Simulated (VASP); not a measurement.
OSZICAR of a VASP run on GdN (rock salt):

File OSZICAR:
```
       N       E                     dE             d eps       ncg     rms          rms(c)
DAV:   1     0.437215304453E+02    0.43722E+02   -0.70338E+03   638   0.118E+03
DAV:   2    -0.156903587760E+02   -0.59412E+02   -0.56168E+02   853   0.236E+02
DAV:   3    -0.187018998058E+02   -0.30115E+01   -0.29371E+01   856   0.425E+01
DAV:   4    -0.187364597311E+02   -0.34560E-01   -0.34513E-01   769   0.416E+00
DAV:   5    -0.187370970566E+02   -0.63733E-03   -0.63695E-03   848   0.453E-01    0.264E+01
DAV:   6    -0.164922395834E+02    0.22449E+01   -0.20282E+01   734   0.273E+01    0.246E+01
DAV:   7    -0.162854354871E+02    0.20680E+00   -0.15623E+00   730   0.821E+00    0.170E+01
DAV:   8    -0.162855180956E+02   -0.82609E-04   -0.13225E-01   701   0.384E+00    0.610E+00
DAV:   9    -0.162807257894E+02    0.47923E-02   -0.11450E-02   783   0.993E-01    0.468E-01
DAV:  10    -0.162809185913E+02   -0.19280E-03   -0.45941E-04   891   0.201E-01    0.317E-01
DAV:  11    -0.162809127369E+02    0.58544E-05   -0.50688E-05   794   0.664E-02    0.134E-02
DAV:  12    -0.162809128242E+02   -0.87366E-07   -0.36088E-06   783   0.197E-02
   1 F= -.16280913E+02 E0= -.16280753E+02  d E =-.162809E+02
       N       E                     dE             d eps       ncg     rms          rms(c)
DAV:   1    -0.162812591818E+02   -0.34644E-03   -0.78697E-03   689   0.814E-01    0.205E-01
DAV:   2    -0.162810041514E+02    0.25503E-03   -0.13711E-03   767   0.250E-01    0.714E-02
DAV:   3    -0.162809338362E+02    0.70315E-04   -0.24209E-04   754   0.108E-01    0.723E-02
DAV:   4    -0.162809058196E+02    0.28017E-04   -0.10182E-04   770   0.916E-02    0.252E-02
DAV:   5    -0.162809042603E+02    0.15593E-05   -0.40372E-06   793   0.184E-02    0.281E-03
DAV:   6    -0.162809040740E+02    0.18623E-06   -0.21587E-07   445   0.484E-03
   2 F= -.16280904E+02 E0= -.16280741E+02  d E =0.875020E-05
       N       E                     dE             d eps       ncg     rms          rms(c)
DAV:   1    -0.162810316822E+02   -0.12742E-03   -0.22191E-03   647   0.433E-01    0.109E-01
DAV:   2    -0.162809606794E+02    0.71003E-04   -0.38097E-04   755   0.132E-01    0.382E-02
DAV:   3    -0.162809412117E+02    0.19468E-04   -0.67758E-05   751   0.575E-02    0.387E-02
DAV:   4    -0.162809343262E+02    0.68854E-05   -0.28844E-05   770   0.487E-02    0.134E-02
DAV:   5    -0.162809349050E+02   -0.57874E-06   -0.10188E-06   487   0.979E-03
   3 F= -.16280935E+02 E0= -.16280773E+02  d E =-.220807E-04
```

### Question
Which electronic solver shows in the log?

### Answer
It is blocked Davidson (ALGO = Normal, or the opening steps of other solvers). The INCAR had ALGO = Normal.

### Question
Can the final energy be trusted as converged?

### Answer
The calculation finished and met its thresholds. It stopped with EDIFF = 1E-6, NELM = 100, NSW = 60 and EDIFFG = -0.01 after 3 ionic steps (PW91 GGA, plane waves, VASP's PBE PAW potentials (set 64)). The 4f electrons are frozen in the core of the lanthanide potential, so 4f levels, which can set the real gap, and their magnetism are missing.

The compound is GdN in the rock salt structure. This run relaxes it. Symmetry was kept, so distortions that lower it aren't found.
